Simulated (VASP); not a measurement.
```
Pt
1.0
    0.00000     1.96000     1.96000
    1.96000     0.00000     1.96000
    1.96000     1.96000     0.00000
Pt
1
Direct
  0.00000   0.00000   0.00000
```

The base run (VASP): PBE GGA, plane waves, VASP's PBE PAW potentials (set 64). Numerical set-up: 400 eV cut-off, 14×14×14 Γ-centred mesh, first-order Methfessel-Paxton smearing of 0.10 eV, potentials Pt.

One setting is varied; ΔE counts from the most expensive setting. The base run took about 4 core-seconds. Times come from single runs on busy shared machines, so they are rough: good to a factor of about 2.

Pressures at a finite cut-off, here 400 eV, hold a Pulay part, which wasn't tested here.

```json
[
 {"setting": "KPOINTS 2×2×2 Γ-centred mesh", "cost over the base run": "about 1/3", "electronic steps": "11", "ΔE (meV/atom)": "4614.5", "pressure (GPa)": "77.04"},
 {"setting": "KPOINTS 3×3×3 Γ-centred mesh", "cost over the base run": "about 1/3", "electronic steps": "11", "ΔE (meV/atom)": "650.6", "pressure (GPa)": "18.87"},
 {"setting": "KPOINTS 5×5×5 Γ-centred mesh", "cost over the base run": "about 1/3", "electronic steps": "11", "ΔE (meV/atom)": "314.9", "pressure (GPa)": "14.83"},
 {"setting": "KPOINTS 8×8×8 Γ-centred mesh", "cost over the base run": "within a factor of 2", "electronic steps": "11", "ΔE (meV/atom)": "14.5", "pressure (GPa)": "9.19"},
 {"setting": "base run", "cost over the base run": "reference", "electronic steps": "11", "ΔE (meV/atom)": "-7.8", "pressure (GPa)": "9.71"},
 {"setting": "KPOINTS 16×16×16 Γ-centred mesh", "cost over the base run": "within a factor of 2", "electronic steps": "11", "ΔE (meV/atom)": "2.3", "pressure (GPa)": "9.77"},
 {"setting": "KPOINTS 17×17×17 Γ-centred mesh", "cost over the base run": "within a factor of 2", "electronic steps": "11", "ΔE (meV/atom)": "-2.2", "pressure (GPa)": "9.86"},
 {"setting": "KPOINTS 19×19×19 Γ-centred mesh", "cost over the base run": "within a factor of 2", "electronic steps": "11", "ΔE (meV/atom)": "0.0", "pressure (GPa)": "9.80"}
]
```

Left out are runs that failed, have no time on record or changed the cell.

The compound is Pt in the fcc structure. The cell was not relaxed at this level.
